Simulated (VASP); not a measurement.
Input:

```xyz
1
Lattice="0.0000 1.9600 1.9600 1.9600 0.0000 1.9600 1.9600 1.9600 0.0000" Properties=species:S:1:pos:R:3 pbc="T T T"
Pt     0.0000     0.0000     0.0000
```

Method: PBE GGA, VASP's PBE PAW potentials (set 64) (plane waves; VASP). Settings: 300 eV cut-off, 12×12×12 Γ-centred mesh, Gaussian smearing of 0.14 eV, potentials Pt.

At this cut-off the stress carries a Pulay error, which pulls relaxed volumes low. Energy and stress use the plane-wave basis of the starting cell.

Task: The ions, cell shape and volume are relaxed. Give the cell that the relaxation ends in.

Result: 
```xyz
1
Lattice="0.0000 1.9829 1.9829 1.9829 0.0000 1.9829 1.9829 1.9829 0.0000" Properties=species:S:1:pos:R:3 pbc="T T T"
Pt     0.0000     0.0000     0.0000
```
Space group Fm-3m (225), at a tolerance of 0.03 Å.

Task: How do energy and volume change from the first to the last step?

Result: The energy (σ→0) changes by -14.8 meV/atom and the volume by +3.5 %, in 4 ionic steps.

```csv
step,E(σ→0) (eV),max force (eV/Å),pressure (GPa),volume (Å³)
1,-6.0880,0.000,9.42,15.06
2,-6.0137,0.000,-17.20,17.07
3,-6.1027,0.000,-0.28,15.61
4,-6.1028,0.000,-0.03,15.59
```

The structure is a typed Pt crystal (Fm-3m). This run relaxes it. Symmetry was kept, so distortions that lower it aren't found. The run is one of a series of settings (EDIFFG = -0.01, IBRION = 2, ISIF = 3, NSW = 50 against the base run), some of them coarse on purpose.
